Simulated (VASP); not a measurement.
Here is the system:

```xyz
2
Lattice="0.0000 2.7285 2.7285 2.7285 0.0000 2.7285 2.7285 2.7285 0.0000" Properties=species:S:1:pos:R:3 pbc="T T T"
K      0.0000     0.0000     0.0000
F      2.7285     2.7285     2.7285
```

These are PBE GGA with D3 dispersion (zero damping), VASP's PBE PAW potentials (set 64) (plane waves; VASP) values and carry that method's errors. Numerical set-up: 520 eV cut-off, 8×8×8 Γ-centred mesh, Gaussian smearing of 0.050 eV, potentials K_sv F.

Estimate the energy per atom (σ→0), band gap (on the k-mesh) with the smallest direct gap where there is one.

```
Item                                          Value
-----------------------------------  --------------
band gap (on the k-mesh)                    5.85 eV
smallest direct gap (on the k-mesh)         5.85 eV
energy per atom (σ→0)                -4.284 eV/atom
```

The compound is KF in the rock salt structure. The cell was not relaxed at this level. The run is one of a series of settings (IVDW = 11 against the base run), some of them coarse on purpose.
